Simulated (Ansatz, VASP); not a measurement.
# BaAg2N2: VASP beside Ansatz

```
CELL_PARAMETERS angstrom
-2.06439 2.06439 4.87433
2.06439 -2.06439 4.87433
2.06439 2.06439 -4.87433
ATOMIC_POSITIONS crystal
Ba 0.00000 0.00000 0.00000
Ag 0.75000 0.25000 0.50000
Ag 0.25000 0.75000 0.50000
N 0.38420 0.38420 0.00000
N 0.61580 0.61580 0.00000
```

Alike in both runs: task single point; functional PBE; k mesh 6 × 6 × 6; occupations gaussian, width 0.1 eV; no spin polarisation.

|  | VASP | Ansatz |
| --- | --- | --- |
| version | VASP 6.6.1 | Ansatz 0.2.0 |
| potentials or method | VASP PAW PBE potentials, release 64 (Ba_sv, Ag, N) | scalar-relativistic, plane waves, PAW |
| plane-wave cutoff (eV) | 520 | 420 |
| valence electrons in the cell | 42 | 58 |

|  | VASP | Ansatz | Ansatz less VASP |
| --- | --- | --- | --- |
| gap on the k mesh at the Fermi level (eV) | none | none | - |
| pressure (GPa) | 1.9 | 1.1 | -0.79 |
| largest component of the traceless stress (GPa) | 4.96 | 4.66 | -0.292 |
| rms of the force components (eV/Å) | 0.191 | 0.198 | +0.0071 |

Atom by atom the forces differ by 0.007 eV/Å (rms over components). A gap of «none» marks a metal or a gap that the smearing closes. The two sets of potentials don't hold the same shells in valence.

The runs have no spin-orbit coupling, so splittings on Ba are missing.
